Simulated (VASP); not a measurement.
MgO (relaxed from the rock salt structure, space group Fm-3m) relaxed at rising pressure, in one space group throughout; other phases were not tried. The pressures are those reached. Level of theory: PBEsol GGA, VASP's PBE PAW potentials (set 64) (plane waves; VASP).

```
P (GPa)  V (Å³/atom)    k-mesh
-------  -----------  --------
-0.34          9.330  11×11×11
5.01           9.042  11×11×11
10.01          8.810  11×11×11
19.98          8.422  11×11×11
```

Task: Fit an equation of state and predict the volume at 29.96 GPa.

Result: Least squares on the third-order Birch-Murnaghan form, P = (3B0/2)(y⁷ − y⁵)[1 + (3/4)(B′ − 4)(y² − 1)] with y = (V0/V)^(1/3), gives V0 = 9.310 Å³/atom, B0 = 161 GPa and B′ = 4.2, and so 8.105 Å³/atom. The run gave 8.104 Å³/atom, -0.0 % from the fit.

Pressures at which the relaxation failed are left out.

The structure was generated: MgO was put into the rock salt type (Fm-3m), which need not be its known phase.
